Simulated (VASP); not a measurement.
# Cu12CO in VASP: further runs

One slab, Cu12CO, is run at these levels: PBE; tasks: single point, relaxation of the atoms.

Everything below comes from runs of VASP 6.6.1. Logs are shortened: lines on timing, memory, paths and dates and some standing lists are left out, and cuts for length are marked.

### 1 The slab as given

The cell holds a slab with vacuum, 14 atoms: a = 5.112 Å, b = 5.112 Å, c = 20.174 Å, α = 90.00°, β = 90.00°, γ = 60.00°.

The cell was built by a generator and needn't be a form met in nature.

### 2 Single point, PBE

The input, INCAR:

```
SYSTEM = Cu12CO
ALGO     = Fast           ! electronic algorithm
DIPOL    = 0.5 0.5 0.529
EDIFF    = 1E-6           ! SCF threshold, eV
ENCUT    = 520            ! plane-wave cutoff, eV
GGA      = PE             ! functional
IDIPOL   = 3            
ISIF     = 2              ! what is computed and relaxed
ISMEAR   = 0              ! smearing method
LASPH    = .TRUE.         ! aspherical terms in the spheres
LCHARG   = .FALSE.        ! write CHGCAR
LDIPOL   = .TRUE.       
LREAL    = .FALSE.        ! projectors in reciprocal space
LWAVE    = .FALSE.        ! write WAVECAR
NBANDS   = 84             ! bands
NELM     = 100            ! most SCF steps
PREC     = Accurate       ! precision mode
SIGMA    = 0.1            ! smearing width, eV
```

The input, KPOINTS:

```
k-points
0
G
  4 4 1
  0 0 0
```

The input, POSCAR:

```
Cu12CO
1.0
    5.1123820280      0.0000000000      0.0000000000
    2.5561910140      4.4274527101      0.0000000000
    0.0000000000      0.0000000000     20.1742424462
Cu C O
12 1 1
Direct
    0.1666666667      0.1666666667      0.3965452493
    0.6666666667      0.1666666667      0.3965452493
    0.1666666667      0.6666666667      0.3965452493
    0.6666666667      0.6666666667      0.3965452493
   -0.1648886959      0.3324443480      0.4986490032
    0.3324443480      0.3324443480      0.4986490032
   -0.1666666667      0.8333333333      0.5025981000
    0.3324443480      0.8351113041      0.4986490032
   -0.0011125919     -0.0011125919      0.6044537232
    0.5022251839     -0.0011125919      0.6044537232
   -0.0011125919      0.5022251839      0.6044537232
    0.5000000000      0.5000000000      0.5984868551
    0.1666666667      0.1666666667      0.6723973977
    0.1666666667      0.1666666667      0.7306867495
```

Potentials or basis: VASP PAW PBE potentials, release 64 (Cu, C, O).

Command:

```console
cat potpaw_PBE.64/Cu/POTCAR potpaw_PBE.64/C/POTCAR potpaw_PBE.64/O/POTCAR > POTCAR
mpirun -np 1 vasp_std > vasp.out
```

OUTCAR:

```text
SYSTEM = Cu12CO
   EDIFF = 1E-6
   ENCUT = 520
   GGA = PE
   ISIF = 2
   ISMEAR = 0
   LASPH = .TRUE.
   LREAL = .FALSE.
   NELM = 100
   PREC = Accurate

 ion  position               nearest neighbor table
   1  0.167  0.167  0.397-   5 2.53   6 2.53   8 2.53   2 2.56   2 2.56   3 2.56   4 2.56   3 2.56
                             4 2.56
   2  0.667  0.167  0.397-   6 2.54   5 2.54   1 2.56   1 2.56   3 2.56   4 2.56   4 2.56   3 2.56
                             7 2.60
   3  0.167  0.667  0.397-   8 2.54   6 2.54   4 2.56   4 2.56   1 2.56   2 2.56   2 2.56   1 2.56
                             7 2.60
   4  0.667  0.667  0.397-   8 2.54   5 2.54   3 2.56   3 2.56   1 2.56   2 2.56   1 2.56   2 2.56
                             7 2.60
   5  0.835  0.332  0.499-  12 2.50   1 2.53   2 2.54   4 2.54   6 2.54   8 2.54   7 2.56   7 2.56
                             6 2.57   8 2.57  11 2.60   9 2.60
   6  0.332  0.332  0.499-  12 2.50   1 2.53   2 2.54   3 2.54   5 2.54   8 2.54   7 2.56   7 2.56
                             5 2.57   8 2.57  11 2.60  10 2.60
   7  0.833  0.833  0.503-  10 2.52  11 2.52   9 2.52   8 2.56   5 2.56   6 2.56   6 2.56   8 2.56
                             5 2.56   4 2.60   3 2.60   2 2.60
   8  0.332  0.835  0.499-  12 2.50   1 2.53   4 2.54   3 2.54   6 2.54   5 2.54   7 2.56   7 2.56
                             5 2.57   6 2.57   9 2.60  10 2.60
   9  0.999  0.999  0.604-  13 2.02   7 2.52  10 2.54  11 2.54  12 2.56  12 2.56  10 2.57  11 2.57
                             8 2.60   5 2.60
  10  0.502  0.999  0.604-  13 2.02   7 2.52   9 2.54  11 2.54  12 2.56  12 2.56   9 2.57  11 2.57
                             8 2.60   6 2.60
  11  0.999  0.502  0.604-  13 2.02   7 2.52  10 2.54   9 2.54  12 2.56  12 2.56  10 2.57   9 2.57
                             5 2.60   6 2.60
  12  0.500  0.500  0.598-   6 2.50   5 2.50   8 2.50  11 2.56  10 2.56   9 2.56   9 2.56  11 2.56
                            10 2.56
  13  0.167  0.167  0.672-  14 1.18  10 2.02   9 2.02  11 2.02
  14  0.167  0.167  0.731-  13 1.18

  LATTYP: Found a hexagonal cell.
 ALAT       =     5.1123820280
 C/A-ratio  =     3.9461531505

  Lattice vectors:

 A1 = (  -2.5561910140,  -4.4274527101,   0.0000000000)
 A2 = (   5.1123820280,   0.0000000000,   0.0000000000)
 A3 = (   0.0000000000,   0.0000000000,  20.1742424462)

Analysis of symmetry for initial positions (statically):
=====================================================================
 Subroutine PRICEL returns:
 Original cell was already a primitive cell.

 Routine SETGRP: Setting up the symmetry group for a
 hexagonal supercell.

 Subroutine GETGRP returns: Found  6 space group operations
 (whereof  2 operations were pure point group operations)
 out of a pool of 24 trial point group operations.

The static configuration has the point symmetry C_1h.
 The point group associated with its full space group is C_3v.

[... 146 lines left out ...]
   LRPA    =     F    only Hartree local field effects (RPA)
 non-spin polarized calculation
 RMM-DIIS sequential band-by-band and
 Gauss-broadening in eV      SIGMA  =   0.10
  energy-cutoff  :      520.00
  volume of cell :      456.64
 maximum number of plane-waves:     12332
 NGX is ok and might be reduce to    40
   NGX = 19   NGY = 19   NGZ = 75

 dipolmoment           0.000000      0.000000     -0.167912 electrons x Angstroem

 number of electron     141.9999991 magnetization

 dipolmoment           0.000000      0.000000      0.104153 electrons x Angstroem

 Free energy of the ion-electron system (eV)
  ---------------------------------------------------
  ext. energy  EPLUGINS =         0.00000000
  ---------------------------------------------------
  free energy    TOTEN  =       -56.62280288 eV

  energy without entropy =      -56.59653777  energy(sigma->0) =      -56.60967032

 E-fermi :  -0.7871     XC(G=0):  -5.2638

 val. band max:       -0.8262523677   @ k =   0.0000   0.0000   0.0000
 cond. band min:      -0.7654599531   @ k =   0.5000  -0.0000   0.0000
 fundamental gap:      0.0607924147
 Fermi energy:        -0.7871446935

 k-point     1 :       0.0000    0.0000    0.0000
  band No.  band energies     occupation
      1     -24.1782      2.00000
      2     -11.2044      2.00000
      3      -9.2277      2.00000
      4      -8.1095      2.00000
      5      -7.4807      2.00000
      6      -7.4807      2.00000
[... 333 lines left out ...]
     82       4.6545      0.00000
     83       4.8447      0.00000
 [bands above 83 left out]

------------------------ aborting loop because EDIFF is reached ----------------------------------------

 vacuum level on the upper side and lower side of the slab       (xc-potential included)         0.243        -0.540

  FORCE on cell =-STRESS in cart. coord.  units (eV):
  Direction    XX          YY          ZZ          XY          YZ          ZX
  --------------------------------------------------------------------------------------
  -------------------------------------------------------------------------------------
  Total       -1.3667711     -1.3667711      1.0720071      0.0000000      0.0000000      0.0000000
  in kB       -4.7954779     -4.7954779      3.7612638      0.0000000      0.0000000      0.0000000
  external PRESSURE =      -1.9432307 kB  Pullay stress =       0.0000000 kB

 VOLUME and BASIS-vectors are now :
 -----------------------------------------------------------------------------
  energy-cutoff  :      520.00
  volume of cell :      456.64
      direct lattice vectors                 reciprocal lattice vectors
     5.112382028  0.000000000  0.000000000     0.195603536 -0.112931754  0.000000000
     2.556191014  4.427452710  0.000000000     0.000000000  0.225863508  0.000000000
     0.000000000  0.000000000 20.174242446     0.000000000  0.000000000  0.049568156

 POSITION                                       TOTAL-FORCE (eV/Angst)
 -----------------------------------------------------------------------------------
      1.27810      0.73791      8.00000        -0.000000     -0.000000     -0.022693
      3.83429      0.73791      8.00000        -0.000000     -0.034529     -0.014881
      2.55619      2.95164      8.00000        -0.029903      0.017264     -0.014881
      5.11238      2.95164      8.00000         0.029903      0.017264     -0.014881
      5.11920      1.47188     10.05987         0.002719     -0.001570      0.000953
      2.54937      1.47188     10.05987        -0.002719     -0.001570      0.000953
      6.39048      3.68954     10.13954        -0.000000     -0.000000      0.003905
      3.83429      3.69742     10.05987        -0.000000      0.003139      0.000953
      7.66004      4.42253     12.19440        -0.021623     -0.012484     -0.008315
      5.12091      4.42253     12.19440         0.021623     -0.012484     -0.008315
      6.39048      2.22358     12.19440        -0.000000      0.024969     -0.008315
      3.83429      2.21373     12.07402        -0.000000     -0.000000      0.016050
      1.27810      0.73791     13.56511        -0.000000     -0.000000     -0.628296
      1.27810      0.73791     14.74105        -0.000000     -0.000000      0.697764
 -----------------------------------------------------------------------------------
    total drift:                                0.000002      0.000001     -0.002279

  FREE ENERGIE OF THE ION-ELECTRON SYSTEM (eV)
  ---------------------------------------------------
  free  energy   TOTEN  =       -56.6228028820 eV

  energy  without entropy=      -56.5965377651  energy(sigma->0) =      -56.60967032

 vacuum level on the upper side and lower side of the slab         4.694         3.895
```

Run time: 5.5 min. Hardware: 1 thread of Intel Xeon 6975P-C (Granite Rapids), shared host; peak memory 0.58 GiB.

Results:

| Property | Result |
| --- | --- |
| Free energy | -56.6228 eV |
| Largest force | 0.698 eV/Å |
| Band gap on the k mesh | 0.06 eV, indirect (least direct gap 0.08 eV) |

Forces on the atoms (eV/Å):
```
Cu   0.000  0.000 -0.023
Cu   0.000 -0.035 -0.015
Cu  -0.030  0.017 -0.015
Cu   0.030  0.017 -0.015
Cu   0.003 -0.002  0.001
Cu  -0.003 -0.002  0.001
Cu   0.000  0.000  0.004
Cu   0.000  0.003  0.001
Cu  -0.022 -0.012 -0.008
Cu   0.022 -0.012 -0.008
Cu   0.000  0.025 -0.008
Cu   0.000  0.000  0.016
C    0.000  0.000 -0.628
O    0.000  0.000  0.698
```

Caveat: the standard files for N, O and F lose accuracy on very short bonds.

### 3 Relaxation of the atoms, PBE

The input, INCAR:

```
SYSTEM = Cu12CO
  PREC = Accurate
  ENCUT = 520
  EDIFF = 1E-6
  ISMEAR = 0
  SIGMA = 0.1
  LREAL = .False.
  LASPH = .True.
  NELM = 100
  ALGO = Fast
  ISIF = 2
  LWAVE = .False.
  LCHARG = .False.
  LDIPOL = .True.
  IDIPOL = 3
  DIPOL = 0.5 0.5 0.528
  GGA = PE
  IBRION = 2
  NSW = 100
  EDIFFG = -0.01
```

The input, KPOINTS:

```
Automatic mesh
0
Gamma
  4 4 1
  0 0 0
```

The input, POSCAR:

```
Cu12CO
1.0
    5.1123820280      0.0000000000      0.0000000000
    2.5561910140      4.4274527101      0.0000000000
    0.0000000000      0.0000000000     20.1742424462
Cu C O
12 1 1
Selective dynamics
Direct
    0.1666666667      0.1666666667      0.3965452493  F F F
    0.6666666667      0.1666666667      0.3965452493  F F F
    0.1666666667      0.6666666667      0.3965452493  F F F
    0.6666666667      0.6666666667      0.3965452493  F F F
   -0.1666666667      0.3333333333      0.5000000000  T T T
    0.3333333333      0.3333333333      0.5000000000  T T T
   -0.1666666667      0.8333333333      0.5000000000  T T T
    0.3333333333      0.8333333333      0.5000000000  T T T
    0.0000000000      0.0000000000      0.6034547507  T T T
    0.5000000000      0.0000000000      0.6034547507  T T T
    0.0000000000      0.5000000000      0.6034547507  T T T
    0.5000000000      0.5000000000      0.6034547507  T T T
    0.1666666667      0.1666666667      0.6703717615  T T T
    0.1666666667      0.1666666667      0.7283665042  T T T
```

Potentials or basis: VASP PAW PBE potentials, release 64 (Cu, C, O).

Command:

```console
cat potpaw_PBE.64/Cu/POTCAR potpaw_PBE.64/C/POTCAR potpaw_PBE.64/O/POTCAR > POTCAR
mpirun -np 1 vasp_std > vasp.out
```

Run time: 59 min. Hardware: 1 thread of Intel Xeon 6975P-C (Granite Rapids), shared host; peak memory 0.67 GiB.

The run converged. Its results:

```
Free energy               : -56.6258 eV
Energy gained by relaxing : 3.4 meV/atom
Ionic steps               : 32
Band gap on the k mesh    : 0.06 eV, indirect (least direct gap 0.09 eV)
```

The path:
```
step  energy change (eV)  largest force (eV/Å)  pressure (GPa)
   1              0.0000                1.4350           -0.08
   2              0.3354                6.1603           -1.15
   3             -0.0117                0.4305           -0.28
   4             -0.0279                0.2486           -0.36
   5             -0.0310                0.2174           -0.33
   6             -0.0327                0.8474           -0.20
   7             -0.0334                0.5191           -0.24
   8             -0.0349                0.4906           -0.24
   9             -0.0387                0.4091           -0.26
  10             -0.0438                0.2467           -0.28
  11             -0.0438                0.2841           -0.24
  12             -0.0455                0.0895           -0.27
  13             -0.0460                0.0924           -0.27
  14             -0.0469                0.1150           -0.28
  15             -0.0474                0.1614           -0.28
  16             -0.0474                0.1474           -0.27
  17             -0.0468                0.3901           -0.23
  18             -0.0475                0.0422           -0.26
  19             -0.0476                0.0413           -0.26
  20             -0.0478                0.0395           -0.27
  21             -0.0479                0.0365           -0.29
  22             -0.0478                0.1573           -0.32
  23             -0.0479                0.0388           -0.32
  24             -0.0479                0.0364           -0.31
  25             -0.0480                0.0371           -0.36
  26             -0.0481                0.0382           -0.32
  27             -0.0481                0.0373           -0.33
  28             -0.0482                0.0514           -0.39
  29             -0.0482                0.0698           -0.36
  30             -0.0482                0.0620           -0.36
  31             -0.0483                0.0401           -0.37
  32             -0.0483                0.0343           -0.35
```

Final structure:
```yaml
crystal:
  lattice:
    - [5.11238, 0.00000, 0.00000]
    - [2.55619, 4.42745, 0.00000]
    - [0.00000, 0.00000, 20.17424]
  atoms:
    - { symbol: Cu, position: [0.16667, 0.16667, 0.39655] }
    - { symbol: Cu, position: [0.66667, 0.16667, 0.39655] }
    - { symbol: Cu, position: [0.16667, 0.66667, 0.39655] }
    - { symbol: Cu, position: [0.66667, 0.66667, 0.39655] }
    - { symbol: Cu, position: [0.83519, 0.33241, 0.49881] }
    - { symbol: Cu, position: [0.33241, 0.33241, 0.49881] }
    - { symbol: Cu, position: [0.83333, 0.83333, 0.50281] }
    - { symbol: Cu, position: [0.33241, 0.83519, 0.49881] }
    - { symbol: Cu, position: [0.99877, 0.99877, 0.60484] }
    - { symbol: Cu, position: [0.50246, 0.99877, 0.60484] }
    - { symbol: Cu, position: [0.99877, 0.50246, 0.60484] }
    - { symbol: Cu, position: [0.50000, 0.50000, 0.59888] }
    - { symbol: C, position: [0.16667, 0.16667, 0.67285] }
    - { symbol: O, position: [0.16667, 0.16667, 0.73151] }
```

Levels at points of the mesh, in eV from the valence-band top:
```
           k point  band 69  band 70  band 71  band 72  band 73  band 74
(0.00, 0.00, 0.00)    -0.11    -0.11     0.00     0.64     0.91     0.91
(0.50, 0.00, 0.00)    -0.86    -0.09    -0.03     0.06     0.66     0.85
```

Caveat: the standard files for N, O and F lose accuracy on very short bonds.
